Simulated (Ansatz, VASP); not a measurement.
## Two plane-wave programs on SbOs

File INCAR:

```
SYSTEM = SbOs
ALGO = Normal
EDIFF = 1E-6
ENCUT = 520
GGA = PE
ISIF = 2
ISMEAR = 0
LASPH = .True.
LCHARG = .False.
LREAL = .False.
LWAVE = .False.
NBANDS = 14
NELM = 100
PREC = Accurate
SIGMA = 0.05
```

File KPOINTS:

```
k-points
0
Gamma
  12 12 12
  0 0 0
```

The input POSCAR:

```
SbOs
1.0
    0.0000000000      2.7315883815      2.7315883815
    2.7315883815      0.0000000000      2.7315883815
    2.7315883815      2.7315883815      0.0000000000
Os Sb
1 1
Direct
    0.5000000000      0.5000000000      0.5000000000
    0.0000000000      0.0000000000      0.0000000000
```

Input for Ansatz:

```yaml
crystal:
  lattice:
    - [0.0, 2.7315883815, 2.7315883815]
    - [2.7315883815, 0.0, 2.7315883815]
    - [2.7315883815, 2.7315883815, 0.0]
  atoms:
    - { symbol: Os, position: [0.5, 0.5, 0.5] }
    - { symbol: Sb, position: [0.0, 0.0, 0.0] }
basis:
  ecutwfc: 420
  ecutrho_ratio: 4
kpoints:
  mp_grid: { grid: [12, 12, 12] }
hamiltonian:
  xc: pbe
scf:
  occupations: { method: gaussian, width: 0.05 }
output:
  forces: true
  stress: true
  eigenvalues: true
```

Alike in both runs: task single point; functional PBE; k mesh 12 × 12 × 12; occupations gaussian, width 0.05 eV; no spin polarisation.

```csv
,VASP,Ansatz
version,VASP 6.6.1,Ansatz 0.2.0
potentials or method,"VASP PAW PBE potentials, release 64 (Os, Sb)","scalar-relativistic, plane waves, PAW"
plane-wave cutoff (eV),520,420
valence electrons in the cell,13,31
```

```csv
,VASP,Ansatz,Ansatz less VASP
gap on the k mesh at the Fermi level (eV),none,none,-
pressure (GPa),-3.1,-2.9,+0.17
```

A gap of «none» marks a metal or a gap that the smearing closes. With one functional, cell and mesh, what is left measures potentials, basis and numerics. The two sets of potentials don't hold the same shells in valence.

Spin-orbit coupling is left out, which matters for the levels of Os, Sb.
